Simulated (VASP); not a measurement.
Method: LDA (Ceperley-Alder, Perdew-Zunger), VASP's LDA PAW potentials (set 64) (plane waves; VASP 6.6.1).

VASP input:

### KPOINTS
```
Regular mesh
0
G
3 3 3
```

POSCAR:
```
Pt3Ti
1
    7.7518555248     0.0000000000     0.0000000000
    0.0000000000     7.7518555248     0.0000000000
    0.0000000000     0.0000000000     7.7518555248
Ti Pt
8 24
Direct
  0.0000000000   0.0000000000   0.0000000000
  0.0000000000   0.0000000000   0.5000000000
  0.0000000000   0.5000000000   0.0000000000
  0.0000000000   0.5000000000   0.5000000000
  0.5000000000   0.0000000000   0.0000000000
  0.5000000000   0.0000000000   0.5000000000
  0.5000000000   0.5000000000   0.0000000000
  0.5000000000   0.5000000000   0.5000000000
  0.0000000000   0.2500000000   0.2500000000
  0.0000000000   0.2500000000   0.7500000000
  0.0000000000   0.7500000000   0.2500000000
  0.0000000000   0.7500000000   0.7500000000
  0.5000000000   0.2500000000   0.2500000000
  0.5000000000   0.2500000000   0.7500000000
  0.5000000000   0.7500000000   0.2500000000
  0.5000000000   0.7500000000   0.7500000000
  0.2500000000   0.0000000000   0.2500000000
  0.2500000000   0.0000000000   0.7500000000
  0.2500000000   0.5000000000   0.2500000000
  0.2500000000   0.5000000000   0.7500000000
  0.7500000000   0.0000000000   0.2500000000
  0.7500000000   0.0000000000   0.7500000000
  0.7500000000   0.5000000000   0.2500000000
  0.7500000000   0.5000000000   0.7500000000
  0.2500000000   0.2500000000   0.0000000000
  0.2500000000   0.2500000000   0.5000000000
  0.2500000000   0.7500000000   0.0000000000
  0.2500000000   0.7500000000   0.5000000000
  0.7500000000   0.2500000000   0.0000000000
  0.7500000000   0.2500000000   0.5000000000
  0.7500000000   0.7500000000   0.0000000000
  0.7500000000   0.7500000000   0.5000000000
```

File QPOINTS:
```
k-points along high-symmetry lines
13
Line-mode
Cartesian
  0.000000   0.000000   0.000000 ! GAMMA
  0.000000   0.129001   0.000000 ! X

  0.000000   0.129001   0.000000 ! X
  0.129001   0.129001   0.000000 ! M

  0.129001   0.129001   0.000000 ! M
  0.000000   0.000000   0.000000 ! GAMMA

  0.000000   0.000000   0.000000 ! GAMMA
  0.129001   0.129001   0.129001 ! R

  0.129001   0.129001   0.129001 ! R
  0.000000   0.129001   0.000000 ! X

  0.129001   0.129001   0.129001 ! R
  0.129001   0.129001   0.000000 ! M
```

**INCAR**
```
ENCUT = 400
SIGMA = 0.1   ! width (eV)
IBRION = 6   ! finite differences
LREAL = .FALSE.
LMAXMIX = 6   ! l cut-off of mixed one-centre charges
NFREE = 2
LASPH = .TRUE.   ! aspherical one-centre terms
LWAVE = .FALSE.
LPHON_DISPERSION = .TRUE.
LCHARG = .FALSE.
NSW = 1   ! most ionic steps
NELM = 100   ! most electronic steps
EDIFF = 1E-7
POTIM = 0.015   ! step
ALGO = Normal
ISMEAR = 1   ! Methfessel-Paxton
SYSTEM = Pt3Ti
ISIF = 2   ! forces and stress, cell fixed
PREC = Accurate
```

POTCAR, in this order: Ti_sv Pt (LDA.64 set). Program: vasp_std.

Output of the run:

### OUTCAR
```
 ion  position               nearest neighbor table
   1  0.000  0.000  0.000-   9 2.74  10 2.74  11 2.74  12 2.74  17 2.74  18 2.74  21 2.74  22 2.74
                            25 2.74  27 2.74  29 2.74  31 2.74
   2  0.000  0.000  0.500-   9 2.74  10 2.74  11 2.74  12 2.74  17 2.74  18 2.74  21 2.74  22 2.74
                            26 2.74  28 2.74  30 2.74  32 2.74
   3  0.000  0.500  0.000-   9 2.74  10 2.74  11 2.74  12 2.74  19 2.74  20 2.74  23 2.74  24 2.74
                            25 2.74  27 2.74  29 2.74  31 2.74
   4  0.000  0.500  0.500-   9 2.74  10 2.74  11 2.74  12 2.74  19 2.74  20 2.74  23 2.74  24 2.74
                            26 2.74  28 2.74  30 2.74  32 2.74
   5  0.500  0.000  0.000-  13 2.74  14 2.74  15 2.74  16 2.74  17 2.74  18 2.74  21 2.74  22 2.74
                            25 2.74  27 2.74  29 2.74  31 2.74
   6  0.500  0.000  0.500-  13 2.74  14 2.74  15 2.74  16 2.74  17 2.74  18 2.74  21 2.74  22 2.74
                            26 2.74  28 2.74  30 2.74  32 2.74
   7  0.500  0.500  0.000-  13 2.74  14 2.74  15 2.74  16 2.74  19 2.74  20 2.74  23 2.74  24 2.74
                            25 2.74  27 2.74  29 2.74  31 2.74
   8  0.500  0.500  0.500-  13 2.74  14 2.74  15 2.74  16 2.74  19 2.74  20 2.74  23 2.74  24 2.74
                            26 2.74  28 2.74  30 2.74  32 2.74
   9  0.000  0.250  0.250-   1 2.74   2 2.74   3 2.74   4 2.74  17 2.74  19 2.74  21 2.74  23 2.74
                            25 2.74  26 2.74  29 2.74  30 2.74
  10  0.000  0.250  0.750-   1 2.74   2 2.74   3 2.74   4 2.74  18 2.74  20 2.74  22 2.74  24 2.74
                            25 2.74  26 2.74  29 2.74  30 2.74
  11  0.000  0.750  0.250-   1 2.74   2 2.74   3 2.74   4 2.74  17 2.74  19 2.74  21 2.74  23 2.74
                            27 2.74  28 2.74  31 2.74  32 2.74
  12  0.000  0.750  0.750-   1 2.74   2 2.74   3 2.74   4 2.74  18 2.74  20 2.74  22 2.74  24 2.74
                            27 2.74  28 2.74  31 2.74  32 2.74
  13  0.500  0.250  0.250-   5 2.74   6 2.74   7 2.74   8 2.74  17 2.74  19 2.74  21 2.74  23 2.74
                            25 2.74  26 2.74  29 2.74  30 2.74
  14  0.500  0.250  0.750-   5 2.74   6 2.74   7 2.74   8 2.74  18 2.74  20 2.74  22 2.74  24 2.74
                            25 2.74  26 2.74  29 2.74  30 2.74
  15  0.500  0.750  0.250-   5 2.74   6 2.74   7 2.74   8 2.74  17 2.74  19 2.74  21 2.74  23 2.74
                            27 2.74  28 2.74  31 2.74  32 2.74
  16  0.500  0.750  0.750-   5 2.74   6 2.74   7 2.74   8 2.74  18 2.74  20 2.74  22 2.74  24 2.74
                            27 2.74  28 2.74  31 2.74  32 2.74
  17  0.250  0.000  0.250-   1 2.74   2 2.74   5 2.74   6 2.74   9 2.74  11 2.74  13 2.74  15 2.74
                            25 2.74  26 2.74  27 2.74  28 2.74
  18  0.250  0.000  0.750-   1 2.74   2 2.74   5 2.74   6 2.74  10 2.74  12 2.74  14 2.74  16 2.74
                            25 2.74  26 2.74  27 2.74  28 2.74
  19  0.250  0.500  0.250-   3 2.74   4 2.74   7 2.74   8 2.74   9 2.74  11 2.74  13 2.74  15 2.74
                            25 2.74  26 2.74  27 2.74  28 2.74
  20  0.250  0.500  0.750-   3 2.74   4 2.74   7 2.74   8 2.74  10 2.74  12 2.74  14 2.74  16 2.74
...
```

OSZICAR:
```
...
DAV:   9    -0.277027225913E+03    0.43679E+01   -0.18913E+01  2398   0.119E+01    0.580E+00
DAV:  10    -0.276995695193E+03    0.31531E-01   -0.18239E+00  2189   0.295E+00    0.378E+00
DAV:  11    -0.277054844466E+03   -0.59149E-01   -0.65664E-02  2167   0.719E-01    0.429E+00
DAV:  12    -0.276947767870E+03    0.10708E+00   -0.58319E-01  2182   0.257E+00    0.184E+00
DAV:  13    -0.276933210769E+03    0.14557E-01   -0.28734E-02  2094   0.510E-01    0.130E+00
DAV:  14    -0.276931928895E+03    0.12819E-02   -0.70880E-03  2096   0.264E-01    0.990E-01
DAV:  15    -0.276926183927E+03    0.57450E-02   -0.95070E-03  2158   0.284E-01    0.362E-01
DAV:  16    -0.276924865221E+03    0.13187E-02   -0.31499E-03  2407   0.151E-01    0.164E-01
DAV:  17    -0.276924799136E+03    0.66084E-04   -0.37869E-04  2024   0.551E-02    0.686E-02
DAV:  18    -0.276924802255E+03   -0.31181E-05   -0.32839E-05  2000   0.164E-02    0.467E-02
DAV:  19    -0.276924787767E+03    0.14488E-04   -0.32595E-05  2200   0.184E-02    0.119E-02
DAV:  20    -0.276924787371E+03    0.39595E-06   -0.57374E-06  2080   0.715E-03    0.462E-03
DAV:  21    -0.276924787296E+03    0.74717E-07   -0.47490E-07  1720   0.245E-03
   1 F= -.27692479E+03 E0= -.27693060E+03  d E =0.174344E-01
 Found     3 degrees of freedom:
       N       E                     dE             d eps       ncg     rms          rms(c)
DAV:   1    -0.276913092276E+03    0.11695E-01   -0.77599E-01  3051   0.496E+00    0.226E-01
DAV:   2    -0.276923970068E+03   -0.10878E-01   -0.11861E-01  2516   0.734E-01    0.113E-01
DAV:   3    -0.276924029607E+03   -0.59539E-04   -0.23284E-03  3343   0.141E-01    0.964E-02
DAV:   4    -0.276923990915E+03    0.38692E-04   -0.28887E-04  3423   0.760E-02    0.590E-02
DAV:   5    -0.276923963208E+03    0.27707E-04   -0.15338E-04  3344   0.491E-02    0.201E-02
DAV:   6    -0.276923964446E+03   -0.12387E-05   -0.42932E-05  3624   0.302E-02    0.128E-02
DAV:   7    -0.276923962448E+03    0.19980E-05   -0.13763E-05  3472   0.201E-02    0.628E-03
DAV:   8    -0.276923961948E+03    0.50050E-06   -0.36701E-06  3464   0.100E-02    0.320E-03
DAV:   9    -0.276923961961E+03   -0.13566E-07   -0.10762E-06  3128   0.534E-03    0.204E-03
DAV:  10    -0.276923961917E+03    0.44645E-07   -0.24585E-07  2032   0.281E-03
   2 F= -.27692396E+03 E0= -.27692977E+03  d E =0.174229E-01
       N       E                     dE             d eps       ncg     rms          rms(c)
DAV:   1    -0.276885765197E+03    0.38197E-01   -0.26443E+00  3048   0.844E+00    0.423E-01
DAV:   2    -0.276923993703E+03   -0.38229E-01   -0.41480E-01  2461   0.128E+00    0.224E-01
DAV:   3    -0.276924320989E+03   -0.32729E-03   -0.91427E-03  3448   0.274E-01    0.201E-01
DAV:   4    -0.276924041933E+03    0.27906E-03   -0.13530E-03  3406   0.148E-01    0.106E-01
DAV:   5    -0.276923987175E+03    0.54757E-04   -0.55901E-04  3408   0.950E-02    0.523E-02
DAV:   6    -0.276923968678E+03    0.18497E-04   -0.19313E-04  3655   0.682E-02    0.224E-02
DAV:   7    -0.276923963917E+03    0.47615E-05   -0.45543E-05  3416   0.319E-02    0.117E-02
DAV:   8    -0.276923962135E+03    0.17815E-05   -0.14786E-05  3448   0.207E-02    0.719E-03
DAV:   9    -0.276923961996E+03    0.13915E-06   -0.41199E-06  3592   0.102E-02    0.325E-03
DAV:  10    -0.276923961912E+03    0.83757E-07   -0.78842E-07  2623   0.419E-03
   3 F= -.27692396E+03 E0= -.27692977E+03  d E =0.174227E-01
       N       E                     dE             d eps       ncg     rms          rms(c)
DAV:   1    -0.276908904974E+03    0.15057E-01   -0.20010E+00  2673   0.547E+00    0.232E-01
DAV:   2    -0.276922932732E+03   -0.14028E-01   -0.14464E-01  2466   0.913E-01    0.131E-01
DAV:   3    -0.276923047429E+03   -0.11470E-03   -0.33643E-03  3494   0.160E-01    0.137E-01
DAV:   4    -0.276922954399E+03    0.93030E-04   -0.47916E-04  3208   0.829E-02    0.496E-02
DAV:   5    -0.276922926139E+03    0.28260E-04   -0.19213E-04  2918   0.474E-02    0.271E-02
DAV:   6    -0.276922920240E+03    0.58987E-05   -0.33578E-05  2952   0.227E-02    0.935E-03
DAV:   7    -0.276922918130E+03    0.21101E-05   -0.10767E-05  3112   0.119E-02    0.649E-03
DAV:   8    -0.276922917649E+03    0.48087E-06   -0.25284E-06  3584   0.766E-03    0.302E-03
DAV:   9    -0.276922917467E+03    0.18215E-06   -0.79112E-07  2832   0.354E-03    0.130E-03
DAV:  10    -0.276922917444E+03    0.22930E-07   -0.13673E-07  1944   0.161E-03
   4 F= -.27692292E+03 E0= -.27692871E+03  d E =0.173683E-01
       N       E                     dE             d eps       ncg     rms          rms(c)
DAV:   1    -0.276919352621E+03    0.35648E-02   -0.42041E+00  2418   0.321E+00    0.275E-01
DAV:   2    -0.276923410951E+03   -0.40583E-02   -0.42872E-02  2670   0.464E-01    0.206E-01
DAV:   3    -0.276923159002E+03    0.25195E-03   -0.25735E-03  3160   0.120E-01    0.124E-01
DAV:   4    -0.276923022504E+03    0.13650E-03   -0.14217E-03  2870   0.102E-01    0.136E-01
DAV:   5    -0.276922947045E+03    0.75458E-04   -0.56737E-04  2984   0.790E-02    0.381E-02
DAV:   6    -0.276922929869E+03    0.17177E-04   -0.69352E-05  2912   0.294E-02    0.188E-02
DAV:   7    -0.276922919544E+03    0.10325E-04   -0.28018E-05  2656   0.117E-02    0.100E-02
DAV:   8    -0.276922918258E+03    0.12857E-05   -0.55020E-06  3296   0.770E-03    0.644E-03
DAV:   9    -0.276922917433E+03    0.82496E-06   -0.33085E-06  2656   0.445E-03    0.182E-03
DAV:  10    -0.276922917423E+03    0.97898E-08   -0.28366E-07  2256   0.178E-03
   5 F= -.27692292E+03 E0= -.27692871E+03  d E =0.173655E-01
       N       E                     dE             d eps       ncg     rms          rms(c)
DAV:   1    -0.276921498617E+03    0.14188E-02   -0.24682E+00  3284   0.250E+00    0.193E-01
DAV:   2    -0.276923998361E+03   -0.24997E-02   -0.26502E-02  3782   0.470E-01    0.151E-01
DAV:   3    -0.276923864413E+03    0.13395E-03   -0.18861E-03  4343   0.164E-01    0.108E-01
DAV:   4    -0.276923689146E+03    0.17527E-03   -0.47874E-04  3951   0.839E-02    0.481E-02
DAV:   5    -0.276923673263E+03    0.15883E-04   -0.21750E-04  4120   0.615E-02    0.301E-02
DAV:   6    -0.276923658513E+03    0.14751E-04   -0.45361E-05  4559   0.419E-02    0.126E-02
DAV:   7    -0.276923655092E+03    0.34207E-05   -0.10835E-05  3848   0.118E-02    0.820E-03
DAV:   8    -0.276923652824E+03    0.22676E-05   -0.49643E-06  3760   0.607E-03    0.371E-03
DAV:   9    -0.276923652205E+03    0.61946E-06   -0.15719E-06  3960   0.335E-03    0.292E-03
DAV:  10    -0.276923651773E+03    0.43242E-06   -0.76278E-07  3800   0.298E-03    0.808E-04
DAV:  11    -0.276923651641E+03    0.13159E-06   -0.13318E-07  2096   0.121E-03    0.451E-04
DAV:  12    -0.276923651565E+03    0.76008E-07   -0.78745E-08  1992   0.809E-04
   6 F= -.27692365E+03 E0= -.27692946E+03  d E =0.174193E-01
       N       E                     dE             d eps       ncg     rms          rms(c)
DAV:   1    -0.276920590114E+03    0.30615E-02   -0.38532E+00  3314   0.310E+00    0.269E-01
DAV:   2    -0.276924664514E+03   -0.40744E-02   -0.43058E-02  3815   0.627E-01    0.245E-01
DAV:   3    -0.276924056837E+03    0.60768E-03   -0.38712E-03  4454   0.226E-01    0.155E-01
DAV:   4    -0.276923694174E+03    0.36266E-03   -0.10845E-03  3728   0.104E-01    0.688E-02
DAV:   5    -0.276923708418E+03   -0.14244E-04   -0.47961E-04  4271   0.962E-02    0.520E-02
DAV:   6    -0.276923665936E+03    0.42482E-04   -0.11809E-04  4463   0.621E-02    0.221E-02
DAV:   7    -0.276923656301E+03    0.96346E-05   -0.31774E-05  3776   0.171E-02    0.144E-02
DAV:   8    -0.276923652046E+03    0.42548E-05   -0.11924E-05  3984   0.876E-03    0.721E-03
DAV:   9    -0.276923651543E+03    0.50339E-06   -0.31024E-06  4584   0.664E-03    0.409E-03
DAV:  10    -0.276923651402E+03    0.14044E-06   -0.78476E-07  3856   0.370E-03    0.871E-04
DAV:  11    -0.276923651393E+03    0.94878E-08   -0.12333E-07  2216   0.123E-03
   7 F= -.27692365E+03 E0= -.27692946E+03  d E =0.174194E-01
```

**OUTCAR**
```
------------------------ aborting loop because EDIFF is reached ----------------------------------------
  FORCE on cell =-STRESS in cart. coord.  units (eV):
  Direction    XX          YY          ZZ          XY          YZ          ZX
  --------------------------------------------------------------------------------------
  Total       -0.0165915     -0.0189104     -0.0244225      0.0000000      0.0000000      0.0000000
  in kB       -0.0570663     -0.0650420     -0.0840010      0.0000000      0.0000000      0.0000000
  external PRESSURE =      -0.0687031 kB  Pullay stress =       0.0000000 kB
  volume of cell :      465.82
      direct lattice vectors                 reciprocal lattice vectors
     7.751855525  0.000000000  0.000000000     0.129001372  0.000000000  0.000000000
     0.000000000  7.751855525  0.000000000     0.000000000  0.129001372  0.000000000
     0.000000000  0.000000000  7.751855525     0.000000000  0.000000000  0.129001372
 POSITION                                       TOTAL-FORCE (eV/Angst)
 -----------------------------------------------------------------------------------
      0.00000      0.00000      0.00000         0.000000     -0.003864     -0.006851
      0.00000      0.00000      3.87593         0.000000     -0.003864      0.006851
      0.00000      3.87593      0.00000         0.000000     -0.003457      0.006314
      0.00000      3.87593      3.87593         0.000000     -0.003457     -0.006314
      3.87593      0.00000      0.00000         0.000000     -0.002907     -0.000028
      3.87593      0.00000      3.87593         0.000000     -0.002907      0.000028
      3.87593      3.87593      0.00000         0.000000     -0.002881      0.000108
      3.87593      3.87593      3.87593         0.000000     -0.002881     -0.000108
      0.00000      1.92296      1.93796         0.000000      0.151424      0.000000
      0.00000      1.93796      5.81389         0.000000      0.001350      0.000000
      0.00000      5.81389      1.93796         0.000000     -0.019405      0.000000
      0.00000      5.81389      5.81389         0.000000     -0.014819      0.000000
      3.87593      1.93796      1.93796         0.000000      0.004579      0.000000
      3.87593      1.93796      5.81389         0.000000     -0.001586      0.000000
      3.87593      5.81389      1.93796         0.000000      0.003373      0.000000
      3.87593      5.81389      5.81389         0.000000      0.001404      0.000000
      1.93796      0.00000      1.93796         0.030459     -0.025659      0.000000
      1.93796      0.00000      5.81389         0.003510     -0.001371      0.000000
      1.93796      3.87593      1.93796        -0.028458     -0.024299      0.000000
      1.93796      3.87593      5.81389        -0.003515     -0.001409      0.000000
      5.81389      0.00000      1.93796        -0.030459     -0.025659     -0.000000
      5.81389      0.00000      5.81389        -0.003510     -0.001371      0.000000
      5.81389      3.87593      1.93796         0.028458     -0.024299      0.000000
      5.81389      3.87593      5.81389         0.003515     -0.001409      0.000000
      1.93796      1.93796      0.00000        -0.000153      0.005376      0.000247
      1.93796      1.93796      3.87593        -0.000153      0.005376     -0.000247
      1.93796      5.81389      0.00000         0.000035     -0.004033     -0.000039
      1.93796      5.81389      3.87593         0.000035     -0.004033      0.000039
      5.81389      1.93796      0.00000         0.000153      0.005376      0.000247
      5.81389      1.93796      3.87593         0.000153      0.005376     -0.000247
      5.81389      5.81389      0.00000        -0.000035     -0.004033     -0.000039
      5.81389      5.81389      3.87593        -0.000035     -0.004033      0.000039
 -----------------------------------------------------------------------------------
    total drift:                                0.000001      0.000051      0.000001
  FREE ENERGIE OF THE ION-ELECTRON SYSTEM (eV)
  ---------------------------------------------------
  free  energy   TOTEN  =      -276.9236513927 eV

  energy  without entropy=     -276.9410707514  energy(sigma->0) =     -276.92945785
```
(Selected blocks of OUTCAR.)

The cell is a supercell, built from Pt3Ti (L1_2).
